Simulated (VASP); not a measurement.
An input for Quantum ESPRESSO's pw.x (written as the equivalent of a VASP run, and not itself run):

```
&CONTROL
  calculation = 'scf'
  pseudo_dir = './pseudo'
  outdir = './out'
  tprnfor = .true.
  tstress = .true.
/
&SYSTEM
  ibrav = 0
  nat = 2
  ntyp = 2
  ecutwfc = 82.3
  occupations = 'tetrahedra'
  input_dft = 'vdw-df2-b86r'
/
&ELECTRONS
  conv_thr = 7.3e-09
  electron_maxstep = 100
/
ATOMIC_SPECIES
  Sr 87.620 Sr.upf
  Te 127.600 Te.upf
CELL_PARAMETERS angstrom
     0.0000000    3.3300000    3.3300000
     3.3300000    0.0000000    3.3300000
     3.3300000    3.3300000    0.0000000
ATOMIC_POSITIONS crystal
  Sr   0.0000000  0.0000000  0.0000000
  Te   0.5000000  0.5000000  0.5000000
K_POINTS automatic
  8 8 8 0 0 0
```

Problem. Write the VASP files for the same calculation (rev-vdW-DF2).

Solution. One answer among several that fit: 
### POSCAR
```
SrTe
3.330
  0.0000000000   1.0000000000   1.0000000000
  1.0000000000   0.0000000000   1.0000000000
  1.0000000000   1.0000000000   0.0000000000
Sr Te
1 1
Cart
  0.0000000000   0.0000000000   0.0000000000
  1.0000000000   1.0000000000   1.0000000000
```

### INCAR
```
AGGAC=0.0
ALGO=Normal
EDIFF=1E-7
ENCUT=520
GGA=MK
ISIF=2
ISMEAR=-5
LASPH=.TRUE.
LCHARG=.TRUE.
LMAXMIX=4
LORBIT=11
LREAL=.FALSE.
LUSE_VDW=.TRUE.
LWAVE=.FALSE.
NEDOS=601
NELM=100
PARAM1=0.1234568
PARAM2=0.7114
PREC=Accurate
SYSTEM=SrTe
ZAB_VDW=-1.8867
```

### KPOINTS
```
Automatic mesh
0
G
8 8 8
0 0 0
```

POTCAR, in this order: Sr_sv Te (PBE.64 set). Program: vasp_std.

What does not carry over: the potentials are each code's own (VASP's PAW set, PseudoDojo norm-conserving files in pw.x), so ENCUT and ecutwfc are chosen apart and not converted; conv_thr bounds pw.x's estimated SCF error, while EDIFF bounds the energy change between steps.

The compound is SrTe in the rock salt structure. The cell was not relaxed at this level.
